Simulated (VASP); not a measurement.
# LuAl3N4 (P6_3mc) in VASP: settings compared

The runs below take LuAl3N4 through relaxation of cell and atoms, single point, with PBE, r2SCAN.

Everything below comes from runs of VASP 6.6.1. Logs are shortened: lines on timing, memory, paths and dates and some standing lists are left out, and cuts for length are marked.

## (1) The crystal as given

It takes space group P6_3mc (No. 186, hexagonal). The conventional cell has a = 6.578 Å, b = 6.578 Å, c = 5.144 Å, α = 90.00°, β = 90.00°, γ = 120.00°. Lu (site symmetry 3m) has 4 N at 2.16 to 2.26 Å as nearest neighbours. Al (site symmetry m) has 4 N at 1.89 to 2.01 Å as nearest neighbours. Around N (site symmetry m) lie 3 Al at 1.89 to 1.90 Å and 1 Lu at 2.16 Å. N (site symmetry 3m) is surrounded by 3 Al at 2.01 Å and 1 Lu at 2.26 Å.

The cell was built by a generator and needn't be a form met in nature.

## (2) Relaxation of cell and atoms, PBE

File INCAR:

```
ALGO = Normal ; EDIFF = 1E-6
EDIFFG = -0.01 ; ENCUT = 520
GGA = PE ; IBRION = 2
ISIF = 3 ; ISMEAR = 0
KPAR = 4 ; LASPH = T
LCHARG = F ; LREAL = F
LWAVE = F ; NELM = 120
NSW = 90 ; PREC = Accurate
SIGMA = 0.03
```

File KPOINTS:

```
k-points
0
Gamma
  4 4 6
```

File POSCAR:

```
LuAl3N4
1.0
    6.5781233600      0.0000000000      0.0000000000
   -3.2890616800      5.6968219400      0.0000000000
    0.0000000000      0.0000000000      5.1440000000
Lu Al N
2 6 8
Direct
    0.6666666700      0.3333333300      0.4846423000
    0.3333333300      0.6666666700      0.9846423000
    0.3192133100      0.1596066500      0.9963063800
    0.8403933500      0.1596066500      0.9963063800
    0.8403933500      0.6807866900      0.9963063800
    0.1596066500      0.3192133100      0.4963063800
    0.1596066500      0.8403933500      0.4963063800
    0.6807866900      0.8403933500      0.4963063800
    0.3038857300      0.1519428600      0.3641135300
    0.8480571400      0.1519428600      0.3641135300
    0.8480571400      0.6961142700      0.3641135300
    0.6666666700      0.3333333300      0.9236003100
    0.1519428600      0.3038857300      0.8641135300
    0.1519428600      0.8480571400      0.8641135300
    0.6961142700      0.8480571400      0.8641135300
    0.3333333300      0.6666666700      0.4236003100
```

Potentials or basis: VASP PAW PBE potentials, release 64 (Lu, Al, N).

The run is started by

```console
$ cat potpaw_PBE.64/Lu/POTCAR potpaw_PBE.64/Al/POTCAR potpaw_PBE.64/N/POTCAR > POTCAR
$ mpirun -np 4 vasp_std > vasp.out
```

OUTCAR:

```text
EDIFF = 1E-6
   EDIFFG = -0.01
   ENCUT = 520
   GGA = PE
   IBRION = 2
   ISIF = 3
   ISMEAR = 0
   LASPH = T
   LREAL = F
   NELM = 120
   NSW = 90
   PREC = Accurate

 ion  position               nearest neighbor table
   1  0.667  0.333  0.485-   9 2.16  10 2.16  11 2.16  12 2.26   3 3.20   4 3.20   5 3.20   6 3.29
                             8 3.29   7 3.29   7 3.29   6 3.29   8 3.29   3 3.29   4 3.29   5 3.29
   2  0.333  0.667  0.985-  15 2.16  14 2.16  13 2.16  16 2.26   8 3.20   7 3.20   6 3.20   5 3.29
                             3 3.29   4 3.29   4 3.29   5 3.29   3 3.29   8 3.29   7 3.29   6 3.29
   3  0.319  0.160  0.996-   9 1.89  14 1.90  13 1.90  12 2.01   4 3.15   5 3.15   7 3.15   7 3.15
                             6 3.15   6 3.15   1 3.20   2 3.29   2 3.29   1 3.29
   4  0.840  0.160  0.996-  10 1.89  13 1.90  15 1.90  12 2.01   3 3.15   5 3.15   6 3.15   6 3.15
                             8 3.15   8 3.15   1 3.20   2 3.29   2 3.29   1 3.29
   5  0.840  0.681  0.996-  11 1.89  14 1.90  15 1.90  12 2.01   3 3.15   4 3.15   7 3.15   7 3.15
                             8 3.15   8 3.15   1 3.20   2 3.29   2 3.29   1 3.29
   6  0.160  0.319  0.496-  13 1.89  10 1.90   9 1.90  16 2.01   7 3.15   8 3.15   4 3.15   4 3.15
                             3 3.15   3 3.15   2 3.20   1 3.29   1 3.29   2 3.29
   7  0.160  0.840  0.496-  14 1.89  11 1.90   9 1.90  16 2.01   8 3.15   6 3.15   5 3.15   5 3.15
                             3 3.15   3 3.15   2 3.20   1 3.29   1 3.29   2 3.29
   8  0.681  0.840  0.496-  15 1.89  10 1.90  11 1.90  16 2.01   7 3.15   6 3.15   4 3.15   4 3.15
                             5 3.15   5 3.15   2 3.20   1 3.29   1 3.29   2 3.29
   9  0.304  0.152  0.364-   3 1.89   7 1.90   6 1.90   1 2.16
  10  0.848  0.152  0.364-   4 1.89   6 1.90   8 1.90   1 2.16
  11  0.848  0.696  0.364-   5 1.89   7 1.90   8 1.90   1 2.16
  12  0.667  0.333  0.924-   3 2.01   4 2.01   5 2.01   1 2.26
  13  0.152  0.304  0.864-   6 1.89   4 1.90   3 1.90   2 2.16
  14  0.152  0.848  0.864-   7 1.89   5 1.90   3 1.90   2 2.16
  15  0.696  0.848  0.864-   8 1.89   4 1.90   5 1.90   2 2.16
  16  0.333  0.667  0.424-   8 2.01   7 2.01   6 2.01   2 2.26

  LATTYP: Found a hexagonal cell.
 ALAT       =     6.5781233600
 C/A-ratio  =     0.7819859432

  Lattice vectors:

 A1 = (   6.5781233600,   0.0000000000,   0.0000000000)
 A2 = (  -3.2890616800,   5.6968219400,   0.0000000000)
 A3 = (   0.0000000000,   0.0000000000,   5.1440000000)

Analysis of symmetry for initial positions (statically):
=====================================================================
 Subroutine PRICEL returns:
 Original cell was already a primitive cell.

 Routine SETGRP: Setting up the symmetry group for a
 hexagonal supercell.

 Subroutine GETGRP returns: Found 12 space group operations
 (whereof  6 operations were pure point group operations)
 out of a pool of 24 trial point group operations.

The static configuration has the point symmetry C_3v.
 The point group associated with its full space group is C_6v.

Analysis of symmetry for dynamics (positions and initial velocities):
=====================================================================
 Subroutine PRICEL returns:
[... 148 lines left out ...]
     AMIX     =   0.40;   BMIX     =  1.00
     AMIX_MAG =   1.60;   BMIX_MAG =  1.00
  volume/ion in A,a.u.               =      12.05        81.30
  Fermi-wavevector in a.u.,A,eV,Ry     =   1.349597  2.550369 24.781828  1.821413
  Thomas-Fermi vector in A             =   2.477171
   LORBIT       =      0    0 simple, 1 ext, 2 COOP (PROOUT), +10 PAW based schemes
   GGA     = PE    functional components
   LHFCALC =     F    Hartree Fock is set to
   AEXX    =    0.0000 exact exchange contribution
   IVDW    =     0    specifies the selected vdW correction
   LEPSILON=     F    determine dielectric tensor
   LRPA    =     F    only Hartree local field effects (RPA)
 conjugate gradient relaxation of ions
 non-spin polarized calculation
 Gauss-broadening in eV      SIGMA  =   0.03
  energy-cutoff  :      520.00
  volume of cell :      192.77
 maximum number of plane-waves:      5215
 NGX is ok and might be reduce to    50
   NGX = 25   NGY = 25   NGZ = 19

--------------------------------------- Ionic step        1  -------------------------------------------

 number of electron     107.9999999 magnetization

 Free energy of the ion-electron system (eV)
  ---------------------------------------------------
  ext. energy  EPLUGINS =         0.00000000
  ---------------------------------------------------
  free energy    TOTEN  =      -119.81621504 eV

  energy without entropy =     -119.81621504  energy(sigma->0) =     -119.81621504

------------------------ aborting loop because EDIFF is reached ----------------------------------------

  FORCE on cell =-STRESS in cart. coord.  units (eV):
  Direction    XX          YY          ZZ          XY          YZ          ZX
  --------------------------------------------------------------------------------------
  -------------------------------------------------------------------------------------
  Total        0.4663922      0.4663922      1.2738467      0.0000000     -0.0000000      0.0000000
  in kB        3.8763789      3.8763789     10.5874686      0.0000000     -0.0000000      0.0000000
  external PRESSURE =       6.1134088 kB  Pullay stress =       0.0000000 kB
[... 131 lines left out ...]
  FREE ENERGIE OF THE ION-ELECTRON SYSTEM (eV)
  ---------------------------------------------------
  free  energy   TOTEN  =      -119.8186917093 eV

  energy  without entropy=     -119.8186917093  energy(sigma->0) =     -119.81869171

[... ionic steps 4 to 9 ...]

--------------------------------------- Ionic step       10  -------------------------------------------

 number of electron     107.9999998 magnetization

------------------------ aborting loop because EDIFF is reached ----------------------------------------
[... 95 lines left out ...]
--------------------------------------- Ionic step       12  -------------------------------------------

 number of electron     107.9999998 magnetization

 Free energy of the ion-electron system (eV)
  ---------------------------------------------------
  ext. energy  EPLUGINS =         0.00000000
  ---------------------------------------------------
  free energy    TOTEN  =      -119.81938597 eV

  energy without entropy =     -119.81938597  energy(sigma->0) =     -119.81938597

 E-fermi :   4.5867     XC(G=0): -10.9326

 val. band max:        4.4508894025   @ k =   0.2500   0.2500   0.0000
 cond. band min:       7.5223846841   @ k =   0.0000   0.0000   0.0000
 fundamental gap:      3.0714952817
 Fermi energy:         4.5866882749

 k-point     1 :       0.0000    0.0000    0.0000
  band No.  band energies     occupation
      1     -48.9355      2.00000
      2     -48.9351      2.00000
      3     -19.8618      2.00000
      4     -19.8618      2.00000
      5     -19.8497      2.00000
      6     -19.8497      2.00000
[... 1104 lines left out ...]
  FREE ENERGIE OF THE ION-ELECTRON SYSTEM (eV)
  ---------------------------------------------------
  free  energy   TOTEN  =      -119.8193859689 eV

  energy  without entropy=     -119.8193859689  energy(sigma->0) =     -119.81938597

 reached required accuracy - stopping structural energy minimisation
```

OSZICAR:

```text
N       E                     dE             d eps       ncg     rms          rms(c)
DAV:   1     0.106641767223E+04    0.10664E+04   -0.42970E+04  3288   0.449E+03
DAV:   2     0.112983548867E+03   -0.95343E+03   -0.90150E+03  2776   0.920E+02
[... 109 lines left out ...]
DAV:   2    -0.119819437296E+03   -0.11490E-04   -0.13761E-03  3168   0.614E-01    0.467E-02
DAV:   3    -0.119819377446E+03    0.59850E-04   -0.10726E-04  4024   0.380E-01    0.141E-02
DAV:   4    -0.119819383409E+03   -0.59632E-05   -0.12402E-04  3400   0.105E-01    0.900E-03
DAV:   5    -0.119819384419E+03   -0.10098E-05   -0.94988E-06  2728   0.708E-02    0.546E-03
DAV:   6    -0.119819385988E+03   -0.15684E-05   -0.10682E-05  2640   0.201E-02    0.430E-03
DAV:   7    -0.119819385969E+03    0.18768E-07   -0.13161E-06  1280   0.759E-03
  12 F= -.11981939E+03 E0= -.11981939E+03  d E =-.527889E-04
```

CONTCAR:

```text
LuAl3N4
   1.00000000000000
     6.5860757810078780    0.0000000000000000    0.0000000000000000
    -3.2930378905039390    5.7037089386180853   -0.0000000000000000
    -0.0000000000000000   -0.0000000000000000    5.1467227911543114
  Lu              Al              N
     2     6     8
Direct
     0.6666666699999979    0.3333333300000021    0.4824851807125444
     0.3333333300000021    0.6666666699999979    0.9824851807125443
     0.3192341810636209    0.1596170855318101    0.9961861625252459
     0.8403829144681898    0.1596170855318101    0.9961861625252459
     0.8403829144681898    0.6807658189363790    0.9961861625252459
     0.1596170855318101    0.3192341810636209    0.4961861625252458
[... 8 lines left out ...]
     0.6963174078178682    0.8481587089089345    0.8649385487262151
     0.3333333300000021    0.6666666699999979    0.4236430255330603

  0.00000000E+00  0.00000000E+00  0.00000000E+00
  0.00000000E+00  0.00000000E+00  0.00000000E+00
  0.00000000E+00  0.00000000E+00  0.00000000E+00
  0.00000000E+00  0.00000000E+00  0.00000000E+00
  0.00000000E+00  0.00000000E+00  0.00000000E+00
  0.00000000E+00  0.00000000E+00  0.00000000E+00
[... 8 lines left out ...]
  0.00000000E+00  0.00000000E+00  0.00000000E+00
  0.00000000E+00  0.00000000E+00  0.00000000E+00
```

It took 7 min on 4 MPI ranks of Intel Xeon 6975P-C (Granite Rapids), shared host; peak memory 0.43 GiB.

What came out:

```
Free energy                            : -119.8194 eV
Relaxed volume                         : 12.08 Å³/atom
Relaxed cell                           : a = 6.586 Å, b = 6.586 Å, c = 5.147 Å, α = 90.00°, β = 90.00°, γ = 120.00°
Space group after relaxing (to 0.05 Å) : P6_3mc (No. 186)
Energy gained by relaxing              : 0.2 meV/atom
Ionic steps                            : 12
Pressure after relaxing                : 0.0 GPa
Largest force after relaxing           : 0.009 eV/Å
Band gap on the k mesh                 : 3.07 eV, indirect (least direct gap 3.12 eV)
```

Forces on the atoms (eV/Å):
```
Lu   0.000  0.000  0.009
Lu   0.000  0.000  0.009
Al  -0.004 -0.002 -0.006
Al   0.004 -0.002 -0.006
Al   0.000  0.005 -0.006
Al   0.000 -0.005 -0.006
Al  -0.004  0.002 -0.006
Al   0.004  0.002 -0.006
N    0.000  0.000  0.003
N    0.000  0.000  0.003
N    0.000  0.000  0.003
N    0.000  0.000  0.003
N    0.000  0.000  0.003
N    0.000  0.000  0.003
N    0.000  0.000  0.003
N    0.000  0.000  0.003
```

Step by step:
```tsv
step	energy change (eV)	largest force (eV/Å)	pressure (GPa)	volume (Å³)
1	0.0000	0.1181	0.61	192.77
2	-0.0006	0.0554	-0.65	194.05
3	-0.0025	0.0628	-0.12	193.45
4	-0.0025	0.0648	-0.06	193.43
5	-0.0029	0.0287	0.03	193.35
6	-0.0030	0.0179	0.13	193.26
7	-0.0031	0.0191	0.09	193.36
8	-0.0031	0.0231	0.01	193.44
9	-0.0031	0.0230	-0.07	193.42
10	-0.0031	0.0215	-0.07	193.39
11	-0.0031	0.0204	-0.04	193.38
12	-0.0032	0.0085	0.02	193.34
```

Final structure:
```
CELL_PARAMETERS angstrom
6.58608 0.00000 0.00000
-3.29304 5.70371 0.00000
0.00000 0.00000 5.14672
ATOMIC_POSITIONS crystal
Lu 0.66667 0.33333 0.48249
Lu 0.33333 0.66667 0.98249
Al 0.31923 0.15962 0.99619
Al 0.84038 0.15962 0.99619
Al 0.84038 0.68077 0.99619
Al 0.15962 0.31923 0.49619
Al 0.15962 0.84038 0.49619
Al 0.68077 0.84038 0.49619
N 0.30368 0.15184 0.36494
N 0.84816 0.15184 0.36494
N 0.84816 0.69632 0.36494
N 0.66667 0.33333 0.92364
N 0.15184 0.30368 0.86494
N 0.15184 0.84816 0.86494
N 0.69632 0.84816 0.86494
N 0.33333 0.66667 0.42364
```

Levels at points of the mesh, in eV from the valence-band top:
| k point | band 52 | band 53 | band 54 | band 55 | band 56 | band 57 |
| --- | --- | --- | --- | --- | --- | --- |
| (0.00, 0.00, 0.00) | -0.36 | -0.36 | -0.05 | 3.07 | 4.13 | 4.13 |
| (0.50, 0.00, 0.00) | -0.11 | -0.11 | 0.00 | 4.39 | 4.56 | 4.84 |
| (0.00, 0.00, 0.50) | -0.34 | -0.34 | -0.34 | 4.47 | 4.47 | 4.51 |
| (0.50, 0.00, 0.50) | -0.29 | -0.09 | -0.09 | 4.91 | 4.91 | 5.24 |

Caveat: spin-orbit coupling is left out, which moves the levels of the heavy elements. A k mesh can miss the band edges.

## (3) Relaxation of cell and atoms, PBE

This run uses another cell than the first one, of 12.08 Å³/atom, 1.003 times its volume.

File INCAR:

```
ALGO = Normal ; EDIFF = 1E-7
EDIFFG = -0.005 ; ENCUT = 520
GGA = PE ; IBRION = 2
ISIF = 3 ; ISMEAR = 0
KPAR = 4 ; LASPH = T
LCHARG = F ; LREAL = F
LWAVE = F ; NELM = 120
NSW = 60 ; POTIM = 0.3
PREC = Accurate ; SIGMA = 0.03
```

KPOINTS is that of step 2.

File POSCAR:

```
LuAl3N4                                 
1.0
    6.5860757810      0.0000000000      0.0000000000
   -3.2930378905      5.7037089386     -0.0000000000
   -0.0000000000     -0.0000000000      5.1467227912
  Lu              Al              N             
     2     6     8
Direct
     0.6666666699999979    0.3333333300000021    0.4824851807125444
     0.3333333300000021    0.6666666699999979    0.9824851807125443
     0.3192341810636209    0.1596170855318101    0.9961861625252459
     0.8403829144681898    0.1596170855318101    0.9961861625252459
     0.8403829144681898    0.6807658189363790    0.9961861625252459
     0.1596170855318101    0.3192341810636209    0.4961861625252458
     0.1596170855318100    0.8403829144681898    0.4961861625252458
     0.6807658189363790    0.8403829144681898    0.4961861625252458
     0.3036825921821320    0.1518412910910656    0.3649385487262151
     0.8481587089089345    0.1518412910910656    0.3649385487262151
     0.8481587089089345    0.6963174078178682    0.3649385487262151
     0.6666666699999979    0.3333333300000021    0.9236430255330601
     0.1518412910910656    0.3036825921821320    0.8649385487262151
     0.1518412910910656    0.8481587089089345    0.8649385487262151
     0.6963174078178682    0.8481587089089345    0.8649385487262151
     0.3333333300000021    0.6666666699999979    0.4236430255330603
```

Potentials or basis: VASP PAW PBE potentials, release 64 (Lu, Al, N).

The run is started by

```console
$ cat potpaw_PBE.64/Lu/POTCAR potpaw_PBE.64/Al/POTCAR potpaw_PBE.64/N/POTCAR > POTCAR
$ mpirun -np 4 vasp_std > vasp.out
```

It took 1.9 min on 4 MPI ranks of Intel Xeon 6975P-C (Granite Rapids), shared host; peak memory 0.42 GiB.

It converged, with:

- Free energy: -119.8197 eV
- Relaxed volume: 12.09 Å³/atom
- Relaxed cell: a = 6.587 Å, b = 6.587 Å, c = 5.147 Å, α = 90.00°, β = 90.00°, γ = 120.00°
- Space group after relaxing (to 0.05 Å): P6_3mc (No. 186)
- Energy gained by relaxing: 0.0 meV/atom
- Ionic steps: 2
- Pressure after relaxing: 0.0 GPa
- Largest force after relaxing: 0.005 eV/Å
- Band gap on the k mesh: 3.07 eV, indirect (least direct gap 3.11 eV)

Forces on the atoms (eV/Å):
```
Lu   0.000  0.000  0.003
Lu   0.000  0.000  0.003
Al  -0.003 -0.002 -0.003
Al   0.003 -0.002 -0.003
Al   0.000  0.004 -0.003
Al   0.000 -0.004 -0.003
Al  -0.003  0.002 -0.003
Al   0.003  0.002 -0.003
N    0.001  0.001  0.001
N   -0.001  0.001  0.001
N    0.000 -0.002  0.001
N    0.000  0.000  0.002
N    0.000  0.002  0.001
N    0.001 -0.001  0.001
N   -0.001 -0.001  0.001
N    0.000  0.000  0.002
```

Final structure:
```yaml
crystal:
  lattice:
    - [6.58729, 0.00000, 0.00000]
    - [-3.29364, 5.70476, 0.00000]
    - [0.00000, 0.00000, 5.14710]
  atoms:
    - { symbol: Lu, position: [0.66667, 0.33333, 0.48253] }
    - { symbol: Lu, position: [0.33333, 0.66667, 0.98253] }
    - { symbol: Al, position: [0.31921, 0.15960, 0.99615] }
    - { symbol: Al, position: [0.84040, 0.15960, 0.99615] }
    - { symbol: Al, position: [0.84040, 0.68079, 0.99615] }
    - { symbol: Al, position: [0.15960, 0.31921, 0.49615] }
    - { symbol: Al, position: [0.15960, 0.84040, 0.49615] }
    - { symbol: Al, position: [0.68079, 0.84040, 0.49615] }
    - { symbol: N, position: [0.30368, 0.15184, 0.36495] }
    - { symbol: N, position: [0.84816, 0.15184, 0.36495] }
    - { symbol: N, position: [0.84816, 0.69632, 0.36495] }
    - { symbol: N, position: [0.66667, 0.33333, 0.92366] }
    - { symbol: N, position: [0.15184, 0.30368, 0.86495] }
    - { symbol: N, position: [0.15184, 0.84816, 0.86495] }
    - { symbol: N, position: [0.69632, 0.84816, 0.86495] }
    - { symbol: N, position: [0.33333, 0.66667, 0.42366] }
```

Levels at points of the mesh, in eV from the valence-band top:
| k point | band 50 | band 51 | band 52 | band 53 | band 54 | band 55 | band 56 | band 57 | band 58 | band 59 |
| --- | --- | --- | --- | --- | --- | --- | --- | --- | --- | --- |
| (0.00, 0.00, 0.00) | -0.48 | -0.48 | -0.36 | -0.36 | -0.05 | 3.07 | 4.13 | 4.13 | 4.57 | 4.57 |
| (0.50, 0.00, 0.00) | -0.59 | -0.30 | -0.12 | -0.11 | 0.00 | 4.39 | 4.56 | 4.83 | 4.99 | 5.26 |
| (0.00, 0.00, 0.50) | -1.08 | -0.34 | -0.34 | -0.34 | -0.34 | 4.47 | 4.47 | 4.51 | 4.51 | 4.51 |
| (0.50, 0.00, 0.50) | -1.01 | -0.29 | -0.29 | -0.09 | -0.09 | 4.90 | 4.90 | 5.24 | 5.24 | 5.40 |

Caveat: spin-orbit coupling is left out, which moves the levels of the heavy elements.

(Part 1 of 2 ends here.)
